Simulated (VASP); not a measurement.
OSZICAR of a VASP run on KI (rock salt):

### OSZICAR
```
       N       E                     dE             d eps       ncg     rms          rms(c)
DAV:   1     0.102931648250E+03    0.10293E+03   -0.68212E+03   488   0.116E+03
DAV:   2     0.492472122489E+00   -0.10244E+03   -0.93829E+02   568   0.276E+02
DAV:   3    -0.594144012808E+01   -0.64339E+01   -0.63989E+01   644   0.603E+01
DAV:   4    -0.624471313094E+01   -0.30327E+00   -0.30306E+00   852   0.123E+01
DAV:   5    -0.624630222717E+01   -0.15891E-02   -0.15891E-02   636   0.847E-01    0.432E+00
DAV:   6    -0.617469802020E+01    0.71604E-01   -0.90349E-02   596   0.221E+00    0.295E+00
DAV:   7    -0.616234967921E+01    0.12348E-01   -0.10021E-01   596   0.209E+00    0.795E-01
DAV:   8    -0.616210009226E+01    0.24959E-03   -0.16206E-02   592   0.108E+00    0.186E-01
DAV:   9    -0.616207830908E+01    0.21783E-04   -0.51923E-04   644   0.172E-01    0.718E-02
DAV:  10    -0.616211115162E+01   -0.32843E-04   -0.13802E-04   628   0.650E-02    0.571E-02
DAV:  11    -0.616210851922E+01    0.26324E-05   -0.44880E-05   584   0.463E-02    0.561E-03
DAV:  12    -0.616210836303E+01    0.15619E-06   -0.20651E-06   628   0.150E-02    0.293E-03
DAV:  13    -0.616210848815E+01   -0.12512E-06   -0.17737E-07   532   0.388E-03    0.269E-03
DAV:  14    -0.616210849979E+01   -0.11642E-07   -0.30431E-08   400   0.170E-03
   1 F= -.61621085E+01 E0= -.61621085E+01  d E =-.479088E-12
```

### Question
Which electronic solver shows in the log?

### Answer
It is blocked Davidson (ALGO = Normal, or the opening steps of other solvers). The INCAR had ALGO = Normal.

### Question
Can the final energy be trusted as converged?

### Answer
Self-consistency was reached. It stopped with EDIFF = 1E-7, NELM = 100 (LDA (Ceperley-Alder, Perdew-Zunger), plane waves, VASP's LDA PAW potentials (set 64)).

The compound is KI in the rock salt structure. This cell is one point of a volume scan, at 0.97 of the reference volume.
